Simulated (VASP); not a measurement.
Here is the system:

```
CELL_PARAMETERS angstrom
     -2.12711     2.12711     5.07986
      2.12711    -2.12711     5.07986
      2.12711     2.12711    -5.07986
ATOMIC_POSITIONS crystal
  Gd 0.00000 0.00000 0.00000
  Ge 0.61991 0.61991 0.00000
  Ge 0.38009 0.38009 0.00000
  Pd 0.25000 0.75000 0.50000
  Pd 0.75000 0.25000 0.50000
```

These are PBEsol GGA, VASP's PBE PAW potentials (set 64) (plane waves; VASP) values and carry that method's errors. Numerical set-up: 300 eV cut-off, 5×5×5 Γ-centred mesh, Gaussian smearing of 0.050 eV, potentials Gd Ge_d Pd.

At this cut-off the stress carries a Pulay error, which pulls relaxed volumes low. The run has a spin-polarised start.

Question: Give the force on each atom (eV/Å).

Answer: 
| atom | Fx | Fy | Fz |
|---|---|---|---|
| Gd1 | 0.000 | 0.000 | 0.000 |
| Ge2 | 0.000 | 0.000 | 0.157 |
| Ge3 | 0.000 | 0.000 | -0.157 |
| Pd4 | 0.000 | 0.000 | 0.000 |
| Pd5 | 0.000 | 0.000 | 0.000 |

Question: Give the stress tensor in GPa (positive for a compressed cell).

Answer: 
```
-3.64   0.00   0.00
 0.00  -3.64   0.00
 0.00   0.00  -3.02
```
The pressure is its mean diagonal, -3.44 GPa.

The structure comes from a computed database's GdPd2Ge2 entry (I4/mmm); how it stands against other phases isn't given here. The cell was not relaxed at this level. The k-mesh is coarse (spacing up to 0.42 per Å, 2π included), so the numbers may not be converged in it.
